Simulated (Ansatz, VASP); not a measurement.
# Cross-check of H7C5SNO5 (H7C5SNO5 (P2_1/c)) between VASP and Ansatz

One calculation is typed for both programs; each brings its own data sets. How far apart do they land? Of the first pair: The structure shown is the start of the Ansatz relaxation below; VASP solves that cell, so the two are compared at the walk's first step.

Main program and level: Ansatz 0.2.0; plane waves, with VASP 6.6.1 beside it; PBE with D3(BJ).

### 1. The structure

The cell holds 152 atoms: 56 H, 40 C, 8 S, 8 N and 40 O. Cell: a = 10.447 Å, b = 10.758 Å, c = 13.509 Å, α = 90.2°, β = 97.2°, γ = 88.9°. It derives from H7C5SNO5 (P2_1/c), repeated 1×1×2. As first built, before any earlier steps moved the atoms or strained the cell (in the runner's words): H7C5SNO5, space group P2_1/c, measured structure (Crystallography Open Database), 1 x 1 x 2 conventional cells; every coordinate displaced by a Gaussian of 0.03 A; bonds to H set to neutron lengths (C-H 1.089, N-H 1.015, O-H 0.983, B-H 1.19 A) where the measured ones are shorter.

### 2. Ansatz: relaxation, PBE with D3(BJ)

Ansatz runs on its default PAW (the set named soft_2) files.

The two programs are compared at the cell with which this relaxation starts, whose forces are those of its first step.

The input, input.yaml:

```yaml
crystal:
  lattice:
    - [10.44665, 0.09718, -0.05384]
    - [0.1001, 10.75727, -0.00401]
    - [-1.61821, -0.02019, 13.41151]
  atoms:
    - { symbol: H, position: [0.9189, 0.39829, 0.1764] }
    - { symbol: H, position: [0.08172, 0.89681, 0.07327] }
    - { symbol: H, position: [0.08236, 0.60221, 0.32361] }
    - { symbol: H, position: [0.91947, 0.10356, 0.42588] }
    - { symbol: H, position: [0.13261, 0.34887, 0.44732] }
    - { symbol: H, position: [0.86879, 0.84905, 0.30262] }
    - { symbol: H, position: [0.86863, 0.65125, 0.05223] }
    - { symbol: H, position: [0.13343, 0.15125, 0.19748] }
    - { symbol: H, position: [0.39599, 0.26932, 0.14708] }
    - { symbol: H, position: [0.60475, 0.76961, 0.10371] }
    - { symbol: H, position: [0.60539, 0.73088, 0.35286] }
    - { symbol: H, position: [0.39641, 0.23057, 0.39688] }
    - { symbol: H, position: [0.74408, 0.53549, 0.17099] }
    - { symbol: H, position: [0.25631, 0.03439, 0.07861] }
    - { symbol: H, position: [0.25701, 0.46494, 0.32886] }
    - { symbol: H, position: [0.74493, 0.96589, 0.42042] }
    - { symbol: H, position: [0.51875, 0.45234, 0.15425] }
    - { symbol: H, position: [0.48173, 0.95219, 0.09575] }
    - { symbol: H, position: [0.48244, 0.54788, 0.34559] }
    - { symbol: H, position: [0.51953, 0.048, 0.40381] }
    - { symbol: H, position: [0.68169, 0.08155, 0.16036] }
    - { symbol: H, position: [0.31919, 0.58079, 0.09042] }
    - { symbol: H, position: [0.31986, 0.91879, 0.33975] }
    - { symbol: H, position: [0.68186, 0.41948, 0.40976] }
    - { symbol: H, position: [0.9007, 0.18061, 0.17322] }
    - { symbol: H, position: [0.10011, 0.6789, 0.07694] }
    - { symbol: H, position: [0.10078, 0.82, 0.32688] }
    - { symbol: H, position: [0.90097, 0.32151, 0.42274] }
    - { symbol: C, position: [0.72372, 0.43655, 0.16709] }
    - { symbol: C, position: [0.27681, 0.93557, 0.0828] }
    - { symbol: C, position: [0.27749, 0.56385, 0.33284] }
    - { symbol: C, position: [0.72443, 0.06472, 0.41647] }
    - { symbol: C, position: [0.60038, 0.38923, 0.1588] }
    - { symbol: C, position: [0.40021, 0.88873, 0.09132] }
    - { symbol: C, position: [0.40088, 0.61106, 0.34112] }
    - { symbol: C, position: [0.60101, 0.1115, 0.40825] }
    - { symbol: C, position: [0.58244, 0.25911, 0.15655] }
    - { symbol: C, position: [0.41829, 0.75869, 0.09395] }
    - { symbol: C, position: [0.41894, 0.74117, 0.34346] }
    - { symbol: C, position: [0.58287, 0.24153, 0.40599] }
    - { symbol: C, position: [0.69228, 0.18207, 0.16249] }
    - { symbol: C, position: [0.30851, 0.68125, 0.08809] }
    - { symbol: C, position: [0.30916, 0.8183, 0.33761] }
    - { symbol: C, position: [0.6926, 0.31903, 0.41182] }
    - { symbol: C, position: [0.81277, 0.23507, 0.17006] }
    - { symbol: C, position: [0.18794, 0.73378, 0.08022] }
    - { symbol: C, position: [0.18861, 0.76542, 0.33002] }
    - { symbol: C, position: [0.81319, 0.26658, 0.41941] }
    - { symbol: S, position: [0.15417, 0.36718, 0.11055] }
    - { symbol: S, position: [0.84681, 0.86734, 0.13983] }
    - { symbol: S, position: [0.84713, 0.6329, 0.38929] }
    - { symbol: S, position: [0.15481, 0.13286, 0.36028] }
    - { symbol: "N", position: [0.82662, 0.36016, 0.17242] }
    - { symbol: "N", position: [0.17398, 0.85881, 0.07752] }
    - { symbol: "N", position: [0.17467, 0.64034, 0.32758] }
    - { symbol: "N", position: [0.82722, 0.14153, 0.42183] }
    - { symbol: O, position: [0.29198, 0.37406, 0.15228] }
    - { symbol: O, position: [0.70877, 0.87486, 0.0989] }
    - { symbol: O, position: [0.70935, 0.62606, 0.3475] }
    - { symbol: O, position: [0.29238, 0.12576, 0.40257] }
    - { symbol: O, position: [0.14429, 0.41766, 0.99978] }
    - { symbol: O, position: [0.85838, 0.91823, 0.25059] }
    - { symbol: O, position: [0.85703, 0.58209, 0.49999] }
    - { symbol: O, position: [0.14562, 0.08217, 0.24956] }
    - { symbol: O, position: [0.07569, 0.45244, 0.16211] }
    - { symbol: O, position: [0.92547, 0.95194, 0.08769] }
    - { symbol: O, position: [0.92573, 0.5478, 0.33769] }
    - { symbol: O, position: [0.07548, 0.04797, 0.41157] }
    - { symbol: O, position: [0.10538, 0.23754, 0.10341] }
    - { symbol: O, position: [0.89442, 0.73747, 0.14678] }
    - { symbol: O, position: [0.89588, 0.76253, 0.39668] }
    - { symbol: O, position: [0.10667, 0.26256, 0.3529] }
    - { symbol: O, position: [0.46746, 0.20509, 0.14906] }
    - { symbol: O, position: [0.53333, 0.70511, 0.10163] }
    - { symbol: O, position: [0.53393, 0.79512, 0.35092] }
    - { symbol: O, position: [0.46783, 0.29507, 0.39864] }
    - { symbol: H, position: [0.91826, 0.39759, 0.6767] }
    - { symbol: H, position: [0.08122, 0.89697, 0.57393] }
    - { symbol: H, position: [0.08236, 0.6016, 0.82311] }
    - { symbol: H, position: [0.91889, 0.10281, 0.92641] }
    - { symbol: H, position: [0.13327, 0.34844, 0.94766] }
    - { symbol: H, position: [0.86722, 0.8486, 0.802] }
    - { symbol: H, position: [0.86726, 0.65127, 0.55215] }
    - { symbol: H, position: [0.13193, 0.15115, 0.69719] }
    - { symbol: H, position: [0.39512, 0.26932, 0.64655] }
    - { symbol: H, position: [0.60408, 0.76946, 0.60262] }
    - { symbol: H, position: [0.6053, 0.73064, 0.85356] }
    - { symbol: H, position: [0.39596, 0.23043, 0.89642] }
    - { symbol: H, position: [0.74372, 0.53497, 0.6711] }
    - { symbol: H, position: [0.25595, 0.03449, 0.57902] }
    - { symbol: H, position: [0.25713, 0.46448, 0.82857] }
    - { symbol: H, position: [0.74417, 0.96536, 0.92101] }
    - { symbol: H, position: [0.51821, 0.45221, 0.65412] }
    - { symbol: H, position: [0.48124, 0.9521, 0.59553] }
    - { symbol: H, position: [0.48251, 0.54761, 0.84573] }
    - { symbol: H, position: [0.51885, 0.04773, 0.90412] }
    - { symbol: H, position: [0.68054, 0.08118, 0.66028] }
    - { symbol: H, position: [0.31847, 0.58082, 0.5903] }
    - { symbol: H, position: [0.31956, 0.91839, 0.84] }
    - { symbol: H, position: [0.6817, 0.41903, 0.90953] }
    - { symbol: H, position: [0.89972, 0.17981, 0.67346] }
    - { symbol: H, position: [0.09948, 0.67913, 0.57741] }
    - { symbol: H, position: [0.10052, 0.81932, 0.82676] }
    - { symbol: H, position: [0.90067, 0.32069, 0.92282] }
    - { symbol: C, position: [0.72316, 0.43608, 0.66717] }
    - { symbol: C, position: [0.27634, 0.93565, 0.58312] }
    - { symbol: C, position: [0.27753, 0.5634, 0.83267] }
    - { symbol: C, position: [0.72376, 0.0642, 0.91687] }
    - { symbol: C, position: [0.59973, 0.38896, 0.65873] }
    - { symbol: C, position: [0.39969, 0.88871, 0.59128] }
    - { symbol: C, position: [0.40089, 0.61072, 0.84116] }
    - { symbol: C, position: [0.6004, 0.11114, 0.90851] }
    - { symbol: C, position: [0.58158, 0.25887, 0.65637] }
    - { symbol: C, position: [0.41768, 0.75866, 0.59376] }
    - { symbol: C, position: [0.41882, 0.74083, 0.84362] }
    - { symbol: C, position: [0.58243, 0.24119, 0.90601] }
    - { symbol: C, position: [0.69131, 0.18166, 0.66241] }
    - { symbol: C, position: [0.30786, 0.68129, 0.5881] }
    - { symbol: C, position: [0.30896, 0.81788, 0.83771] }
    - { symbol: C, position: [0.69227, 0.31855, 0.91178] }
    - { symbol: C, position: [0.81191, 0.23446, 0.67018] }
    - { symbol: C, position: [0.18735, 0.73391, 0.58056] }
    - { symbol: C, position: [0.18846, 0.76488, 0.82993] }
    - { symbol: C, position: [0.81279, 0.26592, 0.91954] }
    - { symbol: S, position: [0.15318, 0.36725, 0.61016] }
    - { symbol: S, position: [0.8456, 0.8672, 0.63919] }
    - { symbol: S, position: [0.84758, 0.63262, 0.88939] }
    - { symbol: S, position: [0.15376, 0.13251, 0.86001] }
    - { symbol: "N", position: [0.82594, 0.35953, 0.67259] }
    - { symbol: "N", position: [0.17347, 0.85896, 0.57797] }
    - { symbol: "N", position: [0.17463, 0.63979, 0.82732] }
    - { symbol: "N", position: [0.82666, 0.14087, 0.92219] }
    - { symbol: O, position: [0.29124, 0.37437, 0.65117] }
    - { symbol: O, position: [0.70816, 0.87426, 0.59653] }
    - { symbol: O, position: [0.7093, 0.62552, 0.84901] }
    - { symbol: O, position: [0.29176, 0.12527, 0.90107] }
    - { symbol: O, position: [0.14193, 0.41808, 0.49945] }
    - { symbol: O, position: [0.85416, 0.91766, 0.74998] }
    - { symbol: O, position: [0.85982, 0.58194, 0.0002] }
    - { symbol: O, position: [0.14251, 0.08192, 0.74919] }
    - { symbol: O, position: [0.07496, 0.45215, 0.66227] }
    - { symbol: O, position: [0.92514, 0.95227, 0.58824] }
    - { symbol: O, position: [0.92532, 0.54753, 0.83704] }
    - { symbol: O, position: [0.0752, 0.04756, 0.91192] }
    - { symbol: O, position: [0.10475, 0.2375, 0.60311] }
    - { symbol: O, position: [0.8938, 0.73752, 0.64659] }
    - { symbol: O, position: [0.89605, 0.76236, 0.89611] }
    - { symbol: O, position: [0.10576, 0.26229, 0.85323] }
    - { symbol: O, position: [0.46653, 0.205, 0.64877] }
    - { symbol: O, position: [0.53267, 0.70501, 0.6011] }
    - { symbol: O, position: [0.5338, 0.79486, 0.85136] }
    - { symbol: O, position: [0.46743, 0.29486, 0.89848] }
kpoints:
  mp_grid: { grid: [1, 1, 1] }
hamiltonian:
  xc: pbe
  dispersion: d3bj
scf:
  occupations: { method: fixed }
output:
  forces: true
  eigenvalues: true
  stress: true
relax:
  f_tol: 0.05
  max_steps: 70
```

The run is started by

```bash
ansatz run input.yaml --threads 4 --pin off --max-ram 8192MiB --backend cpu --events-out ev --progress --plain --runs-dir out
```

Numbers of over 12 decimals in the logs are rounded to 6 here.

The program printed:

```text
Warning: output.stress: scf.convergence.dr2_threshold = 1e-7 eV (the SCF's general default) is looser than the 1.08e-8 eV advised for a printed stress (1e-10 eV for each atom of the cell: 152, of which 108 are counted). What an SCF threshold leaves in a stress goes as its square root, and in the free energy as the threshold itself, and one threshold admits the most on a small cell: [figures from the program's tests c [...]
Engine: ansatz 0.2.0, x86_64-unknown-linux-gnu
Pseudopotentials: kind: paw
Pseudopotential: H, paw, valence charge 1, recommended cutoff 420 eV (normal), H.paw.azcp
Pseudopotential: C, paw, valence charge 4, recommended cutoff 420 eV (normal), C.paw.azcp
Pseudopotential: S, paw, valence charge 6, recommended cutoff 420 eV (normal), S.paw.azcp
Pseudopotential: N, paw, valence charge 5, recommended cutoff 420 eV (normal), N.paw.azcp
Pseudopotential: O, paw, valence charge 6, recommended cutoff 420 eV (normal), O.paw.azcp
Functional definition: PBE
  parameter kappa = 0.804
  parameter beta = 0.066725
  exchange = pbe_x(kappa = kappa, mu = beta*pi^2/3)
  correlation = pbe_c(beta = beta)
Crystal: 152 atoms, lattice volume = 1506.083 Å³
Basis set: ecut = 420 eV, 29445 PW (Γ), exchange–correlation on 144×144×192 points (8 copies of the dense FFT grid, shifted against one another)
Bands: 424, of which v1, the nominal top of the filled ones, is band 272 counted from 1 (271 counted from 0)
Symmetry: 1 space group operations
Space group: P1 (ITA 1), of the structure as read, at distance tolerance 1.1e-4 Å
k-points: 1
Non-local potential: H, projectors of the file, l = 0: 2, l = 1: 1
Non-local potential: C, projectors of the file, l = 0: 2, l = 1: 2, l = 2: 1
Non-local potential: S, projectors of the file, l = 0: 2, l = 1: 2, l = 2: 2
Non-local potential: N, projectors of the file, l = 0: 2, l = 1: 2, l = 2: 1
Non-local potential: O, projectors of the file, l = 0: 2, l = 1: 2, l = 2: 1
PAW form: soft (Blöchl's): semilocal exchange-correlation on the pseudo side does not see the compensation charge
PAW one-centre angular grid: H, 110 points (default); XC on 64 Gauss nodes
PAW one-centre angular grid: C, 110 points (default); XC on 64 Gauss nodes
PAW one-centre angular grid: S, 110 points (default); XC on 64 Gauss nodes
PAW one-centre angular grid: N, 110 points (default); XC on 64 Gauss nodes
PAW one-centre angular grid: O, 110 points (default); XC on 64 Gauss nodes
Initial density: superposition of atomic densities (neutral atoms: chi_scale 0, normalization atom), corrected by the library's trained network
Initial wavefunctions: pseudopotential atomic-orbital guess
Functional: x = pbe(κ = 0.804, μ = 0.219515), c = pbe(β = 0.066725)
SCF iter   1: F=—  HF=-43913.543826 eV  |F-HF|=—  |Δ(HF+E_count)|=         —  Δρ=4.06e-3  dr2=2.31e-1  ethr=1.77e-3  ⟨swp⟩=4.0  Hψ=1618  notcnv=0  defer=147
preconditioner: auto → Resta (q_TF=auto, 2.302 Å⁻¹)  ε∞=2.8  [insulator: Δε(μ)=3.926 eV  Ē_g=16.862 eV  n_scr=312 (ndim 8)  ℏωp=22.3 eV  f_vac=0.144  ε∞_Penn≈2.8]
SCF iter   2: F=—  HF=-43913.460974 eV  |F-HF|=—  |Δ(HF+E_count)|=   8.29e-2  Δρ=1.91e-3  dr2=3.52e-2  ethr=4.25e-5  ⟨swp⟩=2.0  Hψ=648  notcnv=0  defer=150
SCF iter   3: F=—  HF=-43913.487058 eV  |F-HF|=—  |Δ(HF+E_count)|=   2.61e-2  Δρ=8.72e-4  dr2=9.21e-3  ethr=6.48e-6  ⟨swp⟩=2.0  Hψ=476  notcnv=0  defer=150
SCF iter   4: F=—  HF=-43913.492779 eV  |F-HF|=—  |Δ(HF+E_count)|=   5.72e-3  Δρ=2.47e-4  dr2=8.89e-4  ethr=1.69e-6  ⟨swp⟩=2.0  Hψ=488  notcnv=0  defer=150
SCF iter   5: F=—  HF=-43913.492896 eV  |F-HF|=—  |Δ(HF+E_count)|=   1.17e-4  Δρ=1.00e-4  dr2=1.50e-4  ethr=1.63e-7  ⟨swp⟩=2.0  Hψ=542  notcnv=0  defer=150
SCF iter   6: F=-43913.492954 eV  HF=-43913.492954 eV  |F-HF|=1.18e-8  |Δ(HF+E_count)|=   5.77e-5  Δρ=3.74e-5  dr2=2.33e-5  ethr=1.15e-8  ⟨swp⟩=17.0  Hψ=2974  notcnv=0
SCF 1 converged in 6 iterations: F = -43913.492954 eV  dr2 = 2.33e-5
[...]
- { symbol: C, position: [0.815908, 0.234076, 0.170060] }
    - { symbol: C, position: [0.190797, 0.734710, 0.079967] }
    - { symbol: C, position: [0.185407, 0.766229, 0.329843] }
    - { symbol: C, position: [0.810348, 0.265582, 0.419894] }
    - { symbol: S, position: [0.155508, 0.368439, 0.110596] }
    - { symbol: S, position: [0.847924, 0.866014, 0.139796] }
    - { symbol: S, position: [0.845705, 0.631647, 0.389215] }
    - { symbol: S, position: [0.153506, 0.134213, 0.360275] }
    - { symbol: N, position: [0.827900, 0.359119, 0.172460] }
    - { symbol: N, position: [0.174942, 0.859820, 0.077464] }
    - { symbol: N, position: [0.173368, 0.641192, 0.327422] }
    - { symbol: N, position: [0.826205, 0.140470, 0.422202] }
    - { symbol: O, position: [0.292678, 0.374589, 0.153714] }
    - { symbol: O, position: [0.709476, 0.873988, 0.099545] }
    - { symbol: O, position: [0.708552, 0.625519, 0.346027] }
    - { symbol: O, position: [0.291685, 0.126465, 0.401310] }
    - { symbol: O, position: [0.147426, 0.419106, 1.000021] }
    - { symbol: O, position: [0.859826, 0.916274, 0.250816] }
    - { symbol: O, position: [0.853814, 0.580664, 0.499694] }
    - { symbol: O, position: [0.142925, 0.083990, 0.249273] }
    - { symbol: O, position: [0.074624, 0.453499, 0.161666] }
    - { symbol: O, position: [0.924492, 0.951251, 0.087847] }
    - { symbol: O, position: [0.926661, 0.546762, 0.338046] }
    - { symbol: O, position: [0.076510, 0.048849, 0.411729] }
    - { symbol: O, position: [0.108800, 0.238966, 0.102586] }
    - { symbol: O, position: [0.898079, 0.736113, 0.145872] }
    - { symbol: O, position: [0.892330, 0.761134, 0.397446] }
    - { symbol: O, position: [0.103096, 0.264023, 0.353872] }
    - { symbol: O, position: [0.471081, 0.205731, 0.148829] }
    - { symbol: O, position: [0.536723, 0.704577, 0.101411] }
    - { symbol: O, position: [0.530233, 0.794462, 0.350949] }
    - { symbol: O, position: [0.464463, 0.295725, 0.398979] }
    - { symbol: H, position: [0.918817, 0.396695, 0.677118] }
    - { symbol: H, position: [0.081580, 0.898155, 0.574018] }
    - { symbol: H, position: [0.081754, 0.602891, 0.822634] }
    - { symbol: H, position: [0.918551, 0.101525, 0.926155] }
    - { symbol: H, position: [0.132262, 0.350456, 0.947775] }
    - { symbol: H, position: [0.865922, 0.846146, 0.801975] }
    - { symbol: H, position: [0.868321, 0.649232, 0.552065] }
    - { symbol: H, position: [0.133480, 0.153468, 0.697312] }
    - { symbol: H, position: [0.397759, 0.270179, 0.646860] }
    - { symbol: H, position: [0.606370, 0.768690, 0.602734] }
    - { symbol: H, position: [0.602741, 0.729696, 0.853016] }
    - { symbol: H, position: [0.393721, 0.231139, 0.896523] }
    - { symbol: H, position: [0.742066, 0.534562, 0.670861] }
    - { symbol: H, position: [0.254111, 0.035103, 0.578782] }
    - { symbol: H, position: [0.258610, 0.465135, 0.828794] }
    - { symbol: H, position: [0.745997, 0.964645, 0.921226] }
    - { symbol: H, position: [0.518048, 0.452814, 0.653777] }
    - { symbol: H, position: [0.480857, 0.951578, 0.595197] }
    - { symbol: H, position: [0.482560, 0.547032, 0.845867] }
    - { symbol: H, position: [0.519247, 0.048213, 0.904581] }
    - { symbol: H, position: [0.685938, 0.081120, 0.659949] }
    - { symbol: H, position: [0.323414, 0.580998, 0.589429] }
    - { symbol: H, position: [0.314409, 0.918631, 0.840016] }
    - { symbol: H, position: [0.676803, 0.418756, 0.910440] }
    - { symbol: H, position: [0.903700, 0.178526, 0.673729] }
    - { symbol: H, position: [0.103098, 0.680602, 0.577258] }
    - { symbol: H, position: [0.096712, 0.821027, 0.826151] }
    - { symbol: H, position: [0.897105, 0.319086, 0.922841] }
    - { symbol: C, position: [0.723206, 0.435747, 0.666980] }
    - { symbol: C, position: [0.276136, 0.936162, 0.582826] }
    - { symbol: C, position: [0.277394, 0.563960, 0.832730] }
    - { symbol: C, position: [0.723983, 0.063583, 0.917170] }
    - { symbol: C, position: [0.600514, 0.389165, 0.658420] }
    - { symbol: C, position: [0.400207, 0.888644, 0.590923] }
    - { symbol: C, position: [0.400052, 0.610624, 0.841297] }
    - { symbol: C, position: [0.599917, 0.111128, 0.908938] }
    - { symbol: C, position: [0.584374, 0.259174, 0.656118] }
    - { symbol: C, position: [0.420178, 0.758466, 0.593354] }
    - { symbol: C, position: [0.416110, 0.740622, 0.843680] }
    - { symbol: C, position: [0.579968, 0.241307, 0.906443] }
    - { symbol: C, position: [0.695365, 0.181517, 0.662140] }
    - { symbol: C, position: [0.311553, 0.681579, 0.587510] }
    - { symbol: C, position: [0.305072, 0.818218, 0.837721] }
    - { symbol: C, position: [0.688625, 0.318170, 0.912403] }
    - { symbol: C, position: [0.815145, 0.233761, 0.670111] }
    - { symbol: C, position: [0.190227, 0.734802, 0.580146] }
    - { symbol: C, position: [0.185330, 0.765887, 0.829729] }
    - { symbol: C, position: [0.809948, 0.264918, 0.919893] }
    - { symbol: S, position: [0.154636, 0.368492, 0.610416] }
    - { symbol: S, position: [0.846987, 0.865845, 0.639333] }
    - { symbol: S, position: [0.846066, 0.631331, 0.889271] }
    - { symbol: S, position: [0.152706, 0.133886, 0.860069] }
    - { symbol: N, position: [0.827236, 0.358791, 0.672618] }
    - { symbol: N, position: [0.174468, 0.859921, 0.577714] }
    - { symbol: N, position: [0.173319, 0.640846, 0.827150] }
    - { symbol: N, position: [0.825675, 0.139796, 0.922371] }
    - { symbol: O, position: [0.291971, 0.374711, 0.653115] }
    - { symbol: O, position: [0.708917, 0.873474, 0.598003] }
    - { symbol: O, position: [0.708608, 0.625077, 0.846913] }
    - { symbol: O, position: [0.291118, 0.126057, 0.900437] }
[...]
- { symbol: O, position: [0.108116, 0.238963, 0.602392] }
    - { symbol: O, position: [0.897576, 0.736091, 0.645752] }
    - { symbol: O, position: [0.892602, 0.760873, 0.896971] }
    - { symbol: O, position: [0.102352, 0.263726, 0.854080] }
    - { symbol: O, position: [0.470278, 0.205672, 0.648634] }
    - { symbol: O, position: [0.536078, 0.704388, 0.600893] }
    - { symbol: O, position: [0.530194, 0.794168, 0.851211] }
    - { symbol: O, position: [0.464062, 0.295400, 0.898706] }
```

Reading the cycles: dr2 is the Hartree energy of the density residual (eV), the measure of convergence; HF is the Harris–Foulkes estimate of the energy, which meets the free energy F at convergence.

(Part 1 of 2 ends here.)

[Lines on the potential files, build, host, timing and source positions are cut from VASP's logs without a mark.]

[Logs are printed without paths, hosts, clocks, repeated set-up lines and the standing remarks that a program may print on its own settings, such as how far it seeks lower states.]

[Hosts, paths, dates, database ids (printed as entryN), source tags and the programs' standing remarks are cut or masked in the printed files.]
